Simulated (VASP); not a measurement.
Method: r2SCAN meta-GGA, VASP's PBE PAW potentials (set 64) (plane waves; VASP 6.6.1).

Input for VASP

File POSCAR:
```
PbSe
1
    0.0000000000     3.0869680975     3.0869680975
    3.0869680975     0.0000000000     3.0869680975
    3.0869680975     3.0869680975    -0.0000000000
Pb Se
1 1
Direct
  1.0000000000   0.0000000000   0.0000000000
  0.5000000000   0.5000000000   0.5000000000
```

KPOINTS:
```
Automatic mesh
0
Gamma
7 7 7
0 0 0
```

**INCAR**
```
SYSTEM = PbSe
PREC = Accurate; ENCUT = 400; LREAL = F
LASPH = T
EDIFF = 1E-8; NELM = 100; ALGO = Normal
LMAXMIX = 4; LMIXTAU = T
ISMEAR = 0; SIGMA = 0.05
METAGGA = R2SCAN
IBRION = 1; NSW = 30; ISIF = 2
EDIFFG = -0.001
LWAVE = F; LCHARG = F
```

POTCAR, in this order: Pb_d Se (PBE.64 set). Program: vasp_std.

Problem. Predict the energy per atom (σ→0).

Solution. 
- energy per atom (σ→0) = -3470.5 kJ/mol of atoms

**OSZICAR**
```
...
DAV:  18    -0.719385199302E+02    0.79256E-06   -0.32585E-06   560   0.162E-02    0.134E-03
DAV:  19    -0.719385206500E+02   -0.71977E-06   -0.22387E-07   722   0.683E-03    0.972E-04
DAV:  20    -0.719385204207E+02    0.22925E-06   -0.20500E-07   584   0.535E-03    0.285E-04
DAV:  21    -0.719385208946E+02   -0.47390E-06   -0.11682E-07   572   0.348E-03    0.261E-04
DAV:  22    -0.719385208343E+02    0.60328E-07   -0.57356E-09   346   0.126E-03    0.148E-04
DAV:  23    -0.719385208975E+02   -0.63194E-07   -0.29540E-09   298   0.468E-04    0.572E-05
DAV:  24    -0.719385208947E+02    0.27646E-08   -0.10227E-09   286   0.319E-04
   1 F= -.71938521E+02 E0= -.71938521E+02  d E =-.719385E+02
```

The structure comes from a computed database's PbSe entry (Fm-3m); how it stands against other phases isn't given here. It was relaxed first. The start is the result of an earlier pass.
